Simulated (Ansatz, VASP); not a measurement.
# Cs2CoAgF6: VASP beside Ansatz, part 2 of 2

Aim: how closely do two programs agree when they are given the same cell, functional and k mesh? The cell is taken from a series of runs on this material, whose earlier steps may have relaxed, scaled, displaced or heated it; both programs get it as it stands.

VASP 6.6.1 and Ansatz 0.2.0.

So far: The structure; Ansatz: G0W0 gap, PBE.

In doubt: one-shot GW on d or f shells is unsure (step 2), so the values of those runs are not to be relied on.

**3. VASP: G0W0 gap, PBE**

Level of this step: G0W0 on PBE, no spin polarisation; plane waves and PAW (Cs_sv_GW, Co_sv_GW, Ag_sv_GW, F_GW) (VASP).

The same cell, functional and mesh now go to VASP, with its own data sets.

Lines of VASP's logs that name or quote its potential files are left out, and so is its time.

The run reads the wave functions of an earlier VASP run, which isn't shown here.

INCAR reads:

```
SYSTEM = Cs2CoAgF6
PREC = Accurate
ENCUT = 520
ISMEAR = 0
SIGMA = 0.01
LREAL = .FALSE.
GGA = PE
NBANDS = 721
LASPH = .TRUE.
ALGO = EVGW0
NELMGW = 1
ENCUTGW = 140
NOMEGA = 64
PRECFOCK = Fast
NBANDSGW = 56
LWAVE = .FALSE.
LCHARG = .FALSE.
```

POSCAR reads:

```
Cs2CoAgF6
1.0
    0.0000000000      4.2940504911      4.2940504911
    4.2940504911      0.0000000000      4.2940504911
    4.2940504911      4.2940504911      0.0000000000
Cs Co Ag F
2 1 1 6
Direct
    0.2500000000      0.2500000000      0.2500000000
    0.7500000000      0.7500000000      0.7500000000
    0.0000000000      0.0000000000      0.0000000000
    0.5000000000      0.5000000000      0.5000000000
    0.2191786210      0.2191786210      0.7808213790
    0.2191786210      0.7808213790      0.7808213790
    0.7808213790      0.7808213790      0.2191786210
    0.2191786210      0.7808213790      0.2191786210
    0.7808213790      0.2191786210      0.7808213790
    0.7808213790      0.2191786210      0.2191786210
```

KPOINTS reads:

```
Automatic mesh
0
Gamma
2 2 2
0 0 0
```

The projector-augmented-wave data sets are Cs_sv_GW, Co_sv_GW, Ag_sv_GW and F_GW (PBE family, release 64).

The run is started by

```sh
> export OMP_NUM_THREADS=4
> mpirun -np 1 vasp_std
```

Numbers of over 12 decimals in the logs are rounded to 6 here.

Output:

```text
[banner, memory and clock lines left out]
running    1 mpi-ranks, on    1 nodes
 distrk:  each k-point on    1 cores,    1 groups
 distr:  one band on    1 cores,    1 groups
 Offloading initialized ...    1 GPUs detected
 POSCAR found type information on POSCAR CsCoAgF
 POSCAR found :  4 types and      10 ions
|                                                                             |
|           W    W    AA    RRRRR   N    N  II  N    N   GGGG   !!!           |
|           W    W   A  A   R    R  NN   N  II  NN   N  G    G  !!!           |
|           W    W  A    A  R    R  N N  N  II  N N  N  G       !!!           |
|           W WW W  AAAAAA  RRRRR   N  N N  II  N  N N  G  GGG   !            |
|           WW  WW  A    A  R   R   N   NN  II  N   NN  G    G                |
|           W    W  A    A  R    R  N    N  II  N    N   GGGG   !!!           |
|                                                                             |
|     The default for ENCUTGWSOFT is different in this version of VASP.       |
|     please manually set ENCUTGWSOFT =140 in the INCAR file.                 |
|                                                                             |

 LDA part: xc-table for (Slater+PW92), standard interpolation
 found WAVECAR, reading the header
 POSCAR, INCAR and KPOINTS ok, starting setup
 FFT: planning ... GRIDC
 FFT: planning ... GRID_SOFT
 FFT: planning ... GRID
 reading WAVECAR
 the WAVECAR file was read successfully
 initial charge from wavefunction
 available memory per node:   1621.40 GB, setting MAXMEM to   1660309

 The Fermi energy was updated, please check that it is located mid-gap
 values below the HOMO (VB) or above the LUMO (CB) will cause erroneous energies
 E-fermi :   3.2168

 calculate exact exchange contribution
 the WAVEDER file was read successfully
|                                                                             |
|           W    W    AA    RRRRR   N    N  II  N    N   GGGG   !!!           |
|           W    W   A  A   R    R  NN   N  II  NN   N  G    G  !!!           |
|           W    W  A    A  R    R  N N  N  II  N N  N  G       !!!           |
|           W WW W  AAAAAA  RRRRR   N  N N  II  N  N N  G  GGG   !            |
|           WW  WW  A    A  R   R   N   NN  II  N   NN  G    G                |
|           W    W  A    A  R    R  N    N  II  N    N   GGGG   !!!           |
|                                                                             |
|     Automatic setting of frequency mesh for GW failed. Frequency mesh       |
|     properly not suitable for determining QP energies. Consider             |
|     increasing number of kpoints.                                           |
|                                                                             |

energies w=
    0.000    0.000    1.033    0.000    2.064    0.000    3.090    0.000
    4.109    0.000    5.120    0.000    6.122    0.000    7.112    0.000
    8.090    0.000    9.055    0.000   10.008    0.000   10.947    0.000
   11.873    0.000   12.788    0.000   13.690    0.000   14.583    0.000
   15.465    0.000   16.340    0.000   17.208    0.000   18.070    0.000
   18.929    0.000   19.785    0.000   20.641    0.000   21.499    0.000
   22.361    0.000   23.228    0.000   24.103    0.000   24.988    0.000
   25.886    0.000   26.800    0.000   27.732    0.000   28.686    0.000
   29.665    0.000   30.673    0.000   31.714    0.000   32.793    0.000
   33.916    0.000   35.088    0.000   36.316    0.000   37.607    0.000
   38.972    0.000   40.418    0.000   41.960    0.000   43.610    0.000
   45.385    0.000   47.305    0.000   49.392    0.000   51.674    0.000
   54.187    0.000   56.972    0.000   60.081    0.000   63.580    0.000
   67.555    0.000   72.113    0.000   77.400    0.000   83.609    0.000
   91.010    0.000   99.982    0.000  111.086    0.000  125.174    0.000
  143.623    0.000  168.799    0.000  205.144    0.000  262.099    0.000
 responsefunction array rank=     609
 LDA part: xc-table for (Slater+PW92), standard interpolation

 min. memory requirement per mpi rank   1393.0 MB, per node   1393.0 MB

 allocating  64 responsefunctions rank=   609
 shmem allocating  64 responsefunctions rank=   609
 response function shared by NCSHMEM nodes    1
 Doing            64  frequencies on each core in blocks of            64
NQ=   1    0.0000    0.0000    0.0000,
|.........|.........|.........|.........|.........|.........|.........|.........
 performed        759000 updates of chi_q(r,r)
 total number of BLAS operations       2252.35 Gflops
NQ=   2    0.5000    0.0000    0.0000,
|.........|.........|.........|.........|.........|.........|.........|.........
 performed       1921000 updates of chi_q(r,r)
 total number of BLAS operations       5381.89 Gflops
NQ=   3    0.5000    0.5000    0.0000,
|.........|.........|.........|.........|.........|.........|.........|.........
 performed       3003000 updates of chi_q(r,r)
 total number of BLAS operations       8375.00 Gflops
 resolving degeneracies of screened two electron integrals

 calculate QP shifts <psi_nk| G(iteration)W_0 |psi_nk>: iteration 1
 entering main loop
```

OUTCAR, selected parts (step 3):

```text
ion  position               nearest neighbor table
   1  0.250  0.250  0.250-
   2  0.750  0.750  0.750-
   3  0.000  0.000  0.000-   5 1.88   6 1.88   7 1.88   8 1.88   9 1.88  10 1.88
   4  0.500  0.500  0.500-
   5  0.219  0.219  0.781-   3 1.88
   6  0.219  0.781  0.781-   3 1.88
   7  0.781  0.781  0.219-   3 1.88
   8  0.219  0.781  0.219-   3 1.88
   9  0.781  0.219  0.781-   3 1.88
  10  0.781  0.219  0.219-   3 1.88

  LATTYP: Found a face centered cubic cell.
 ALAT       =     8.5881009822

 Subroutine GETGRP returns: Found 48 space group operations
 (whereof 48 operations were pure point group operations)

The static configuration has the point symmetry O_h .

 Found      3 irreducible k-points:

   k-points           NKPTS =      3   k-points in BZ     NKDIM =      8   number of bands    NBANDS=    721

   dimension x,y,z NGX =    48 NGY =   48 NGZ =   48
   dimension x,y,z NGXF=    96 NGYF=   96 NGZF=   96

   ENCUT  =  520.0 eV  38.22 Ry    6.18 a.u.  11.29 11.29 11.29*2*pi/ulx,y,z

   NELECT =      96.0000    total number of electrons

  energy-cutoff  :      520.00
  volume of cell :      158.35
      direct lattice vectors                 reciprocal lattice vectors
     0.000000000  4.294050491  4.294050491    -0.116440177  0.116440177  0.116440177
     4.294050491  0.000000000  4.294050491     0.116440177 -0.116440177  0.116440177
     4.294050491  4.294050491  0.000000000     0.116440177  0.116440177 -0.116440177

 k-points in reciprocal lattice and weights: Automatic mesh
   0.00000000  0.00000000  0.00000000       0.125
   0.50000000  0.00000000  0.00000000       0.500
   0.50000000  0.50000000  0.00000000       0.375

 E-fermi :   3.2168

 QP shifts <psi_nk| G(iteration)W_0 |psi_nk>: iteration 1
 for sc-GW calculations column KS-energies equals QP-energies in previous step
 and V_xc(KS)=  KS-energies - (<T + V_ion + V_H > + <T+V_H+V_ion>^1  + <V_x>^1)
 k-point   1 :       0.0000    0.0000    0.0000
  band No.  KS-energies  QP-energies   sigma(KS)   V_xc(KS)     V^pw_x(r,r')   Z            occupation Imag(sigma)
    ...
     45       1.2353      -0.0171     -26.5761     -24.9300     -30.2025       0.7608       2.0000       0.6018
     46       2.7486       1.8767     -29.3413     -28.0937     -36.9806       0.6989       2.0000       0.8136
     47       2.7486       1.8767     -29.3413     -28.0937     -36.9806       0.6989       2.0000       0.8136
     48       2.7486       1.8767     -29.3413     -28.0937     -36.9806       0.6989       2.0000       0.8136
     49       4.6145       6.5342     -25.5088     -28.1821     -20.5298       0.7181       0.0000      -0.5984
     50       4.6145       6.5342     -25.5088     -28.1821     -20.5298       0.7181       0.0000      -0.5984
     51       5.9080       6.8259     -10.9742     -12.0761      -6.8930       0.8330       0.0000      -0.3423
     52       9.0830       9.8975      -7.5971      -8.5466      -4.0280       0.8578       0.0000      -0.2971
    ...

 k-point   2 :       0.5000    0.0000    0.0000
  band No.  KS-energies  QP-energies   sigma(KS)   V_xc(KS)     V^pw_x(r,r')   Z            occupation Imag(sigma)
    ...
     45       1.7821       0.3750     -26.7268     -24.8626     -31.1965       0.7548       2.0000       0.5575
     46       2.6208       1.7835     -29.3631     -28.1592     -37.2469       0.6956       2.0000       0.8644
     47       2.6728       1.8333     -29.3508     -28.1452     -37.1641       0.6964       2.0000       0.8443
     48       2.6728       1.8333     -29.3508     -28.1452     -37.1641       0.6964       2.0000       0.8443
     49       4.1963       6.2324     -24.7164     -27.5728     -19.0506       0.7129       0.0000      -0.5962
     50       4.1963       6.2324     -24.7164     -27.5728     -19.0506       0.7129       0.0000      -0.5962
     51       6.8977       7.9695     -12.3051     -13.6037      -8.2729       0.8253       0.0000      -0.3961
     52       9.8200      10.7653      -9.9313     -11.0519      -5.9314       0.8436       0.0000      -0.3627
    ...

 k-point   3 :       0.5000    0.5000    0.0000
  band No.  KS-energies  QP-energies   sigma(KS)   V_xc(KS)     V^pw_x(r,r')   Z            occupation Imag(sigma)
    ...
     45       1.3929      -0.0966     -26.4197     -24.4664     -30.7688       0.7625       2.0000       0.6390
     46       2.6497       1.7907     -29.3338     -28.1027     -37.0876       0.6977       2.0000       0.8447
     47       2.6897       1.8538     -29.5370     -28.3338     -37.4200       0.6948       2.0000       0.8484
     48       2.6897       1.8538     -29.5370     -28.3338     -37.4200       0.6948       2.0000       0.8484
     49       3.6849       5.5298     -22.3823     -24.9215     -16.8449       0.7266       0.0000      -0.5046
     50       4.6171       6.5438     -25.5240     -28.2068     -20.5335       0.7182       0.0000      -0.5999
     51       7.5253       8.9754     -14.8511     -16.6300     -10.4548       0.8151       0.0000      -0.5681
     52       9.4422      10.3844      -9.7846     -10.9029      -6.1944       0.8425       0.0000      -0.3323
    ...
```

This run has no spin polarisation, so a moment on Co, if there is one, isn't seen.

**4. Side by side**

Known differences besides the potentials themselves: fixed occupations in Ansatz, narrow Gaussian smearing in VASP; the cutoff is 420 eV in Ansatz and 520 eV in VASP; Ansatz integrates over frequency by contour deformation, VASP on a grid of NOMEGA points; Ansatz's G0W0 levels solve the quasiparticle equation, VASP's are linearised. Total energies have different zeros and are not compared.

Both answers:

| quantity | Ansatz | VASP | difference |
| --- | --- | --- | --- |
| G0W0 gap on the mesh (eV) | 2.71 | 3.65 | -0.94 |
| Kohn-Sham gap under it (eV) | 0.94 | 0.94 | 0.00 |

VASP's log warns that its frequency grid doesn't suit quasiparticle energies on this mesh.

**5. Results**

```json
{"difference in G0W0 gap on the mesh (G0W0 gap, PBE)": "-0.94 eV"}
```

The difference in G0W0 gap on the mesh is -0.94 eV (G0W0 gap, PBE). Part of the difference in the G0W0 gap can come from VASP's linearised levels. How closely two codes agree says nothing of how well the functional describes the real material.

[Lines on the potential files, build, host, timing and source positions are cut from VASP's logs without a mark.]

[Logs are printed without paths, hosts, clocks, repeated set-up lines and the standing remarks that a program may print on its own settings, such as how far it seeks lower states.]

[Hosts, paths, dates, database ids (printed as entryN), source tags and the programs' standing remarks are cut or masked in the printed files.]
